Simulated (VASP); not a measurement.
PdIn: transverse stress against strain

PdIn (CsCl type, Pm-3m, 17.133 Å³/atom and stress up to 0.01 GPa in the relaxed cell, cube axes along x, y and z) under a strain ε along a cube axis (axis z), the other axes held. PBEsol in VASP (plane waves, PAW), 480 eV, 14×14×14 Γ-centred mesh, Methfessel-Paxton smearing 0.10 eV; ions are relaxed, or left where forces stay under 0.02 eV/Å, within the symmetry of each cell. Stress is positive for a compressed cell.

Here s stands for strain and y for stress xx.

| strain (%) | stress xx (GPa) |
|---|---|
| -1.50 | 2.09 |
| -1.00 | 1.40 |
| -0.50 | 0.69 |
| 0.00 | -0.01 |
| 0.50 | -0.68 |
| 1.00 | -1.30 |
| 1.50 | -1.86 |
| 3.00 | ? |

Taking a straight line for y over the 7 complete rows: Means: s 0, y 0.047. About the means, the sum of products is -9.3100 and the sum of squares of s is 7.0000; the slope is their ratio. Least squares gives y = 0.047 - 1.3300·s. Residuals (row less fit): 0.048, 0.023, -0.022, -0.057, -0.062, -0.017, 0.088; standard error 0.061 (degrees of freedom: 5). The slope gives the elastic constant C12 = about 130 GPa.

**Question.** Estimate the missing y (s = 3.00); what did the run itself give?

**Answer.** y = 0.047 - 1.3300 × 3.0 = -3.943 GPa. The calculation gives -3.39 GPa, 0.553 GPa above the prediction (10.1 % of the range of y in the table). The row lies outside the fitted rows, so this is an extrapolation. From the scatter of the fitted rows alone, a prediction at this place has a standard error of 0.095 GPa, so the miss is 5.8 times that.

A polynomial of degree 2 through the 12 other runs of the series gives -3.48 there, so most of the miss is curvature that the fit leaves out. In a metal these values are sensitive to mesh and smearing; energies are taken to zero smearing, stresses follow the free energy. The runs aren't spin-polarised. For PdIn: the electron count is odd and the run is not spin-polarised, which forces a metal. Rows are the converged runs of the series near zero and its far end, less any whose ions stayed unrelaxed beside relaxed ones; series whose fitted rows scatter by over a few per cent of the range, as at a crossing or softening among them, aren't shown in this form. Most that stay on the fit to the last digits aren't either.
